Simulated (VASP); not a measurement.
Write the native input for VASP 6.6.1 that does the following.

* Task: single point
* Functional: PBE
* Potentials or basis: VASP PAW PBE potentials, release 64 (Ga_d, P, Sb)
* Cutoff: 520 eV
* k mesh: 4 × 4 × 4
* Occupations: gaussian, width 0.01 eV
* Spin: no spin polarisation
* Dipole correction: no
* Further INCAR settings: LREAL = Auto; ALGO = Fast; EDIFF = 1e-07; NBANDS = 86

The structure of Ga4Sb3P lies in POSCAR:

```
Ga4Sb3P
1.0
    0.0000000000      5.9408455175      5.9408455175
    5.9408455175      0.0000000000      5.9408455175
    5.9408455175      5.9408455175      0.0000000000
Ga P Sb
8 2 6
Direct
    0.0070147863      0.0070147863      0.0070147863
    0.0070147863      0.0070147863      0.4789556411
    0.0070147863      0.4789556411      0.0070147863
   -0.0210443589      0.5070147863      0.5070147863
    0.4789556411      0.0070147863      0.0070147863
    0.5070147863     -0.0210443589      0.5070147863
    0.5070147863      0.5070147863     -0.0210443589
    0.5070147863      0.5070147863      0.5070147863
    0.1250000000      0.1250000000      0.1250000000
    0.6250000000      0.6250000000      0.6250000000
    0.1250000000      0.1250000000      0.6250000000
    0.1250000000      0.6250000000      0.1250000000
    0.1250000000      0.6250000000      0.6250000000
    0.6250000000      0.1250000000      0.1250000000
    0.6250000000      0.1250000000      0.6250000000
    0.6250000000      0.6250000000      0.1250000000
```

The cell was built by a generator and needn't be a form met in nature.

These files were run (other wordings do the same):

INCAR

```
SYSTEM = Ga4Sb3P
ALGO     = Fast           ! electronic algorithm
EDIFF    = 1E-7           ! SCF threshold, eV
ENCUT    = 520            ! plane-wave cutoff, eV
GGA      = PE             ! functional
ISIF     = 2              ! what is computed and relaxed
ISMEAR   = 0              ! smearing method
LASPH    = .TRUE.         ! aspherical terms in the spheres
LCHARG   = .TRUE.         ! write CHGCAR
LELF     = .TRUE.         ! ELF
LREAL    = Auto         
LVHAR    = .TRUE.       
LWAVE    = .FALSE.        ! write WAVECAR
NBANDS   = 86             ! bands
NELM     = 80             ! most SCF steps
PREC     = Accurate       ! precision mode
SIGMA    = 0.01           ! smearing width, eV
```

KPOINTS

```
k-points
0
G
  4 4 4
  0 0 0
```

Potentials or basis: VASP PAW PBE potentials, release 64 (Ga_d, P, Sb).

Command:

```sh
$ cat potpaw_PBE.64/Ga_d/POTCAR potpaw_PBE.64/P/POTCAR potpaw_PBE.64/Sb/POTCAR > POTCAR
$ mpirun -np 1 vasp_std > vasp.out
```

It gave:

```
Pressure               : 2.7 GPa
Largest force          : 0.036 eV/Å
Band gap on the k mesh : none (metal or under the smearing width)
```

Run time: 16 min on 1 thread of Intel(R) Xeon(R) Platinum 8259CL CPU @ 2.50GHz (Skylake/Cascade Lake) (shared host), peak memory 0.68 GiB.
